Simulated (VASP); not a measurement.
Crystal: Be.

```
CELL_PARAMETERS angstrom
2.28580 0.00000 0.00000
-1.14290 1.97956 0.00000
0.00000 0.00000 3.58430
ATOMIC_POSITIONS crystal
Be 0.33333 0.66667 0.25000
Be 0.66667 0.33333 0.75000
```

* Program: VASP 6.6.1
* Task: relaxation of cell and atoms
* Functional: PBEsol
* Potentials or basis: VASP PAW PBE potentials, release 64 (Be)
* Cutoff: 480 eV
* k mesh: 21 × 21 × 12
* Occupations: gaussian, width 0.1 eV
* Spin: no spin polarisation

At the start: pressure -3.6 GPa; volume 8.11 Å³/atom.

Problem. Where does the relaxation end?

Solution. Over 5 steps the energy falls by 3.1 meV/atom and the volume is 7.85 Å³/atom (-3.2 %); space group P6_3/mmc (No. 194, to 0.05 Å).

Step by step:
```csv
step,energy change (eV),largest force (eV/Å),pressure (GPa),volume (Å³)
1,0.0000,0.0000,-3.64,16.22
2,-0.0060,0.0000,-0.55,15.79
3,-0.0062,0.0000,0.04,15.71
4,-0.0062,0.0000,0.12,15.70
5,-0.0062,0.0000,0.07,15.71
```

Final structure:
```xyz
2
Lattice="2.2568 0.0000 0.0000 -1.1284 1.9544 0.0000 0.0000 0.0000 3.5611" Properties=species:S:1:pos:R:3 pbc="T T T"
Be    0.0000    1.3030    0.8903
Be    1.1284    0.6515    2.6708
```

Caveat: the PAW data sets were made with another functional, which shifts forces and pressure a little.
